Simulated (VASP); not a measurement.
Here is the system:

```yaml
crystal:
  lattice:
    - [0.00000, 2.98714, 2.98714]
    - [2.98714, 0.00000, 2.98714]
    - [2.98714, 2.98714, 0.00000]
  atoms:
    - { symbol: Cu, position: [0.00000, 0.00000, 0.00000] }
    - { symbol: I, position: [0.25000, 0.25000, 0.25000] }
```

Method: PBE GGA with D3 dispersion (Becke-Johnson damping), VASP's PBE PAW potentials (set 64) (plane waves; VASP). Numerical set-up: 520 eV cut-off, 7×7×7 Γ-centred mesh, Gaussian smearing of 0.050 eV, potentials Cu I.

Unless said otherwise, spin-orbit coupling is left out, though it shifts the bands of the heavy elements here.

Task: What does the run give for the energy per atom (σ→0), band gap (on the k-mesh) with the smallest direct gap where there is one?

Result: 
- band gap (on the k-mesh): 1.27 eV
- smallest direct gap (on the k-mesh): 1.27 eV
- energy per atom (σ→0): -3.130 eV/atom

The compound is CuI in the zinc blende structure. It was relaxed first. The start is the result of an earlier pass.
